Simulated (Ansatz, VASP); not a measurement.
This is a calculation of B2O for VASP 6.6.1.

Contents of INCAR:

```
ALGO     = Normal         # electronic algorithm
EDIFF    = 1E-6           # SCF threshold, eV
ENCUT    = 520            # plane-wave cutoff, eV
GGA      = PE             # functional
ISIF     = 2              # what is computed and relaxed
ISMEAR   = -1             # smearing method
LASPH    = True           # aspherical terms in the spheres
LCHARG   = False          # write CHGCAR
LREAL    = False          # projectors in reciprocal space
LWAVE    = False          # write WAVECAR
NBANDS   = 21             # bands
NELM     = 60             # most SCF steps
PREC     = Accurate       # precision mode
SIGMA    = 0.05           # smearing width, eV
```

KPOINTS

```
k-points
0
Gamma
  11 11 4
```

File POSCAR:

```
B2O
1.0
    2.9168859236      0.0000000000      0.0000000000
   -1.4584429618      2.5260973098      0.0000000000
    0.0000000000      0.0000000000      7.1448001157
O B
2 4
Direct
    0.3333333333      0.6666666667      0.6940000000
    0.6666666667      0.3333333333      0.3060000000
    0.3333333333      0.6666666667      0.9770000000
    0.6666666667      0.3333333333      0.0230000000
    0.0000000000      0.0000000000      0.6200000000
    0.0000000000      0.0000000000      0.3800000000
```

Potentials or basis: VASP PAW PBE potentials, release 64 (O, B).

Launch:

```console
$ cat potpaw_PBE.64/O/POTCAR potpaw_PBE.64/B/POTCAR > POTCAR
$ mpirun -np 1 vasp_std > vasp.out
```

Problem. Set up the same calculation for Ansatz 0.2.0. Potentials there: Ansatz PAW.

Solution. As run (the cutoff follows the program's own potentials):

input.yaml

```yaml
crystal:
  lattice:
    - [2.9168859236, 0.0, 0.0]
    - [-1.4584429618, 2.5260973098, 0.0]
    - [0.0, 0.0, 7.1448001157]
  atoms:
    - { symbol: O, position: [0.3333333333, 0.6666666667, 0.694] }
    - { symbol: O, position: [0.6666666667, 0.3333333333, 0.306] }
    - { symbol: B, position: [0.3333333333, 0.6666666667, 0.977] }
    - { symbol: B, position: [0.6666666667, 0.3333333333, 0.023] }
    - { symbol: B, position: [0.0, 0.0, 0.62] }
    - { symbol: B, position: [0.0, 0.0, 0.38] }
hamiltonian:
  xc: pbe
  pseudopotentials: { kind: paw }
kpoints:
  mp_grid: { grid: [11, 11, 4] }
scf:
  occupations: { method: fermi_dirac, width: 0.05 }
output:
  forces: true
  stress: true
  eigenvalues: true
```

Potentials or basis: Ansatz PAW.

Launch:

```sh
$ ansatz run input.yaml --threads 2 --pin off --max-ram 5120MiB --backend cpu --events-out ev --progress --plain --runs-dir out
```

Both were run:

|  | VASP | Ansatz | Ansatz less VASP |
| --- | --- | --- | --- |
| gap on the k mesh at the Fermi level (eV) | none | none | - |
| pressure (GPa) | -23.4 | -23.4 | +0.06 |
| largest component of the traceless stress (GPa) | 17.81 | 17.97 | +0.168 |
| rms of the force components (eV/Å) | 0.132 | 0.137 | +0.0047 |

Atom by atom the forces differ by 0.005 eV/Å (rms over components). A gap of «none» marks a metal or a gap that the smearing closes. With one functional, cell and mesh, what is left measures potentials, basis and numerics.

Caveats: so large a pressure means that the cell lies far from this level's equilibrium, or that cutoff or potentials fall short (VASP); the pressure holds a Pulay correction of +0.6 GPa for the finite cutoff (Ansatz).
